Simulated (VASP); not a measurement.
**Si: single point with LDA**

The system is Si.

```
CELL_PARAMETERS angstrom
0.00679 2.71547 2.71547
2.72226 0.00000 2.72226
2.71547 2.71547 0.00679
ATOMIC_POSITIONS crystal
Si 0.50000 0.50000 0.50000
Si 0.75000 0.75000 0.75000
```

The cell isn't the ideal one: strain +0.0050 x Voigt [0, 0, 0, 0, 1, 0], atoms carried along.

* Program: VASP 6.6.1
* Task: single point
* Functional: LDA
* Potentials or basis: VASP PAW LDA potentials, release 64 (Si)
* Cutoff: 520 eV
* k mesh: 10 × 10 × 10
* Occupations: gaussian, width 0.05 eV
* Spin: no spin polarisation

- Pressure: -1.5 GPa
- Largest force: 0.046 eV/Å
- Band gap on the k mesh: 0.47 eV, indirect (least direct gap 2.48 eV)

Forces in eV/Å, atoms in the order of the input:
```
Si   0.000  0.046  0.000
Si   0.000 -0.046  0.000
```

Stress tensor (GPa, compression positive):
```
-1.45  0.00 -0.51
 0.00 -1.45  0.00
-0.51  0.00 -1.45
```

Levels at points of the mesh, in eV from the valence-band top:
```csv
k point,band 1,band 2,band 3,band 4,band 5,band 6,band 7,band 8
"(0.00, 0.00, 0.00)",-11.96,-0.01,-0.01,0.00,2.48,2.51,2.56,3.21
"(0.50, 0.00, 0.00)",-9.61,-7.00,-1.21,-1.21,1.40,3.26,3.30,7.49
"(0.00, 0.50, 0.00)",-9.64,-6.99,-1.19,-1.19,1.45,3.27,3.32,7.52
"(0.50, 0.50, 0.00)",-7.82,-7.82,-2.86,-2.86,0.60,0.60,9.97,9.97
"(0.50, 0.00, 0.50)",-7.84,-7.80,-2.88,-2.83,0.57,0.63,9.96,9.98
```

Wall time 48 s on 1 thread of Intel(R) Xeon(R) Platinum 8488C (Sapphire Rapids) (shared host), peak memory 0.17 GiB.

A k mesh can miss the band edges.
